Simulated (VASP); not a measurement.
Level of theory: r2SCAN meta-GGA, VASP's PBE PAW potentials (set 64) (plane waves; VASP).

Input for VASP

File POSCAR:
```
Ce
1
    0.0000000000     2.5800000000     2.5800000000
    2.5800000000     0.0000000000     2.5800000000
    2.5800000000     2.5800000000     0.0000000000
Ce
1
Direct
  0.0000000000   0.0000000000   0.0000000000
```

File KPOINTS:
```
K-points
0
gamma
 11 11 11
0 0 0
```

**INCAR**
```
! general
SYSTEM  = Ce
PREC    = Accurate
ENCUT   = 400
LREAL   = .FALSE.
LASPH   = .TRUE.

! electronic loop
EDIFF   = 1E-6
NELM    = 100
ALGO    = Normal
LMAXMIX = 6
LMIXTAU = .TRUE.

! smearing
ISMEAR  = 1
SIGMA   = 0.1

! functional
METAGGA = R2SCAN

! spin
ISPIN   = 2
MAGMOM  = 1.0

! ions
IBRION  = 2
NSW     = 60
ISIF    = 3
EDIFFG  = -0.01

! output
LWAVE   = .FALSE.
LCHARG  = .FALSE.
LORBIT  = 10
```

POTCAR, in this order: Ce (PBE.64 set). Program: vasp_std.

Output of the run:

File OSZICAR:
```
       N       E                     dE             d eps       ncg     rms          rms(c)
DAV:   1     0.741726357098E+02    0.74173E+02   -0.43066E+03  2464   0.104E+03
DAV:   2    -0.287787744069E+02   -0.10295E+03   -0.10035E+03  3464   0.195E+02
DAV:   3    -0.344332689267E+02   -0.56545E+01   -0.55726E+01  2619   0.676E+01
DAV:   4    -0.348140778674E+02   -0.38081E+00   -0.36037E+00  4890   0.145E+01
DAV:   5    -0.348208784538E+02   -0.68006E-02   -0.67874E-02  4482   0.226E+00    0.705E+00
DAV:   6    -0.309622815012E+02    0.38586E+01   -0.20721E+01  4138   0.222E+01    0.102E+01
DAV:   7    -0.305179136541E+02    0.44437E+00   -0.15218E+01  4393   0.228E+01    0.401E+00
DAV:   8    -0.306203072046E+02   -0.10239E+00   -0.57801E-01  4564   0.552E+00    0.250E+00
DAV:   9    -0.305557767665E+02    0.64530E-01   -0.17893E-01  4538   0.278E+00    0.134E+00
DAV:  10    -0.305836203803E+02   -0.27844E-01   -0.14532E-01  4682   0.222E+00    0.736E-01
DAV:  11    -0.305880197656E+02   -0.43994E-02   -0.32537E-03  4678   0.547E-01    0.783E-01
DAV:  12    -0.305894550250E+02   -0.14353E-02   -0.20105E-01  4602   0.326E+00    0.146E+00
DAV:  13    -0.305594500809E+02    0.30005E-01   -0.85564E-02  4690   0.226E+00    0.787E-01
DAV:  14    -0.305664523403E+02   -0.70023E-02   -0.55641E-03  4071   0.759E-01    0.700E-01
DAV:  15    -0.305722311598E+02   -0.57788E-02   -0.75223E-02  4274   0.224E+00    0.381E-01
DAV:  16    -0.305722165634E+02    0.14596E-04   -0.81747E-03  4641   0.734E-01    0.242E-01
DAV:  17    -0.305722793144E+02   -0.62751E-04   -0.13359E-02  4517   0.906E-01    0.250E-01
DAV:  18    -0.305723280314E+02   -0.48717E-04   -0.83997E-03  4408   0.720E-01    0.106E-01
DAV:  19    -0.305724506784E+02   -0.12265E-03   -0.43296E-03  4642   0.578E-01    0.134E-01
DAV:  20    -0.305724688739E+02   -0.18195E-04   -0.54000E-04  4520   0.210E-01    0.508E-02
DAV:  21    -0.305724623959E+02    0.64780E-05   -0.84050E-05  4871   0.599E-02    0.128E-02
DAV:  22    -0.305724729886E+02   -0.10593E-04   -0.21723E-05  4385   0.447E-02    0.211E-02
DAV:  23    -0.305724701549E+02    0.28337E-05   -0.55471E-06  4110   0.171E-02    0.109E-02
DAV:  24    -0.305724697598E+02    0.39515E-06   -0.75887E-06  4226   0.203E-02
   1 F= -.30572470E+02 E0= -.30572672E+02  d E =-.305725E+02  mag=     0.0003
       N       E                     dE             d eps       ncg     rms          rms(c)
DAV:   1    -0.392619602364E+02   -0.86895E+01   -0.20485E+02  3508   0.154E+02    0.205E+01
DAV:   2    -0.307781868439E+02    0.84838E+01   -0.30832E+01  3368   0.486E+01    0.451E+00
DAV:   3    -0.308866581033E+02   -0.10847E+00   -0.98381E-01  3229   0.100E+01    0.235E+00
DAV:   4    -0.311356326768E+02   -0.24897E+00   -0.49183E+00  4427   0.143E+01    0.618E+00
DAV:   5    -0.308313631254E+02    0.30427E+00   -0.11812E+00  4339   0.843E+00    0.225E+00
DAV:   6    -0.308782889151E+02   -0.46926E-01   -0.17400E-02  4312   0.101E+00    0.243E+00
DAV:   7    -0.308755701911E+02    0.27187E-02   -0.12661E-02  4135   0.956E-01    0.226E+00
DAV:   8    -0.308455642943E+02    0.30006E-01   -0.33276E-01  4318   0.438E+00    0.322E-01
DAV:   9    -0.308498854233E+02   -0.43211E-02   -0.59789E-03  3674   0.780E-01    0.425E-01
DAV:  10    -0.308483090036E+02    0.15764E-02   -0.16156E-03  4339   0.365E-01    0.348E-01
DAV:  11    -0.308469795864E+02    0.13294E-02   -0.71596E-03  4462   0.649E-01    0.852E-02
DAV:  12    -0.308468915458E+02    0.88041E-04   -0.28076E-04  4849   0.137E-01    0.445E-02
DAV:  13    -0.308468535555E+02    0.37990E-04   -0.18340E-04  4592   0.104E-01    0.744E-03
DAV:  14    -0.308468640991E+02   -0.10544E-04   -0.23173E-05  4752   0.422E-02    0.743E-03
DAV:  15    -0.308468570445E+02    0.70546E-05   -0.25881E-06  3365   0.171E-02    0.386E-03
DAV:  16    -0.308468596077E+02   -0.25632E-05   -0.19687E-06  3323   0.109E-02    0.274E-04
DAV:  17    -0.308468581193E+02    0.14884E-05   -0.11737E-07  1632   0.417E-03    0.630E-04
DAV:  18    -0.308468582492E+02   -0.12984E-06   -0.44251E-08  1541   0.260E-03
   2 F= -.30846858E+02 E0= -.30846883E+02  d E =-.274388E+00  mag=     0.0000
       N       E                     dE             d eps       ncg     rms          rms(c)
DAV:   1    -0.314109240683E+02   -0.56407E+00   -0.11184E+01  3668   0.341E+01    0.684E+00
DAV:   2    -0.311348266565E+02    0.27610E+00   -0.95919E+00  3572   0.230E+01    0.538E+00
DAV:   3    -0.309169144953E+02    0.21791E+00   -0.44240E+00  3961   0.165E+01    0.222E+00
DAV:   4    -0.308636901307E+02    0.53224E-01   -0.22629E-01  3816   0.378E+00    0.613E-01
DAV:   5    -0.308641942531E+02   -0.50412E-03   -0.13463E-01  4408   0.247E+00    0.630E-01
DAV:   6    -0.308602457153E+02    0.39485E-02   -0.23229E-02  4336   0.125E+00    0.154E-01
DAV:   7    -0.308601792506E+02    0.66465E-04   -0.35389E-03  3947   0.661E-01    0.121E-01
DAV:   8    -0.308614738383E+02   -0.12946E-02   -0.17377E-03  3838   0.439E-01    0.329E-02
DAV:   9    -0.308615833536E+02   -0.10952E-03   -0.13322E-04  3967   0.107E-01    0.116E-02
DAV:  10    -0.308615809288E+02    0.24248E-05   -0.11177E-05  4006   0.246E-02    0.728E-03
DAV:  11    -0.308615740928E+02    0.68360E-05   -0.41105E-06  2964   0.210E-02    0.474E-03
DAV:  12    -0.308615810255E+02   -0.69327E-05   -0.11602E-06  1798   0.116E-02    0.129E-03
DAV:  13    -0.308615804864E+02    0.53910E-06   -0.19769E-07  1385   0.524E-03
   3 F= -.30861580E+02 E0= -.30861487E+02  d E =-.289111E+00  mag=     0.0000
       N       E                     dE             d eps       ncg     rms          rms(c)
DAV:   1    -0.308796944179E+02   -0.18113E-01   -0.33993E-01  3490   0.582E+00    0.133E+00
DAV:   2    -0.308778930220E+02    0.18014E-02   -0.44551E-01  3774   0.524E+00    0.122E+00
DAV:   3    -0.308625771174E+02    0.15316E-01   -0.15564E-01  3878   0.309E+00    0.253E-01
DAV:   4    -0.308618868297E+02    0.69029E-03   -0.36663E-03  3714   0.489E-01    0.441E-02
DAV:   5    -0.308619313313E+02   -0.44502E-04   -0.51221E-04  4660   0.132E-01    0.418E-02
DAV:   6    -0.308619684431E+02   -0.37112E-04   -0.12424E-04  4599   0.855E-02    0.806E-02
DAV:   7    -0.308619422909E+02    0.26152E-04   -0.36625E-04  4111   0.152E-01    0.656E-03
DAV:   8    -0.308619402125E+02    0.20783E-05   -0.12390E-05  3772   0.384E-02    0.185E-03
DAV:   9    -0.308619449698E+02   -0.47573E-05   -0.59800E-07  1973   0.893E-03    0.190E-03
DAV:  10    -0.308619453817E+02   -0.41185E-06   -0.14289E-07  1349   0.483E-03
   4 F= -.30861945E+02 E0= -.30861793E+02  d E =-.289476E+00  mag=    -0.0000
```

### OUTCAR
```
------------------------ aborting loop because EDIFF is reached ----------------------------------------
  FORCE on cell =-STRESS in cart. coord.  units (eV):
  Direction    XX          YY          ZZ          XY          YZ          ZX
  --------------------------------------------------------------------------------------
  Total       -0.0053632     -0.0053632     -0.0053632     -0.0000000      0.0000000      0.0000000
  in kB       -0.3410773     -0.3410773     -0.3410773     -0.0000000      0.0000000      0.0000000
  external PRESSURE =      -0.3410773 kB  Pullay stress =       0.0000000 kB
  volume of cell :       25.19
      direct lattice vectors                 reciprocal lattice vectors
     0.000000000  2.326755837  2.326755837    -0.214891478  0.214891478  0.214891478
     2.326755837  0.000000000  2.326755837     0.214891478 -0.214891478  0.214891478
     2.326755837  2.326755837  0.000000000     0.214891478  0.214891478 -0.214891478
 POSITION                                       TOTAL-FORCE (eV/Angst)
 -----------------------------------------------------------------------------------
      2.32676      0.00000      2.32676        -0.000000      0.000000     -0.000000
 -----------------------------------------------------------------------------------
    total drift:                                0.000000      0.000000      0.000000
  FREE ENERGIE OF THE ION-ELECTRON SYSTEM (eV)
  ---------------------------------------------------
  free  energy   TOTEN  =       -30.8619453817 eV

  energy  without entropy=      -30.8614891457  energy(sigma->0) =      -30.86179330

 total charge

# of ion       s       p       d       f       tot
--------------------------------------------------
    1        2.131   5.583   1.346   0.992  10.052

 magnetization (x)

# of ion       s       p       d       f       tot
--------------------------------------------------
    1        0.000   0.000  -0.000   0.000   0.000

 reached required accuracy - stopping structural energy minimisation
```
(Selected blocks of OUTCAR.)

File CONTCAR:
```
Ce
   1.00000000000000
     0.0000000000000000    2.3267558365758880    2.3267558365758880
     2.3267558365758885    0.0000000000000000    2.3267558365758880
     2.3267558365758885    2.3267558365758880    0.0000000000000000
  Ce
     1
Direct
     0.0000000000000000    1.0000000000000000    0.0000000000000000
```

Energy and stress use the plane-wave basis of the starting cell.

The structure was generated: Ce was put into the fcc type (Fm-3m), which need not be its known phase. This run relaxes it. Symmetry was kept, so distortions that lower it aren't found.
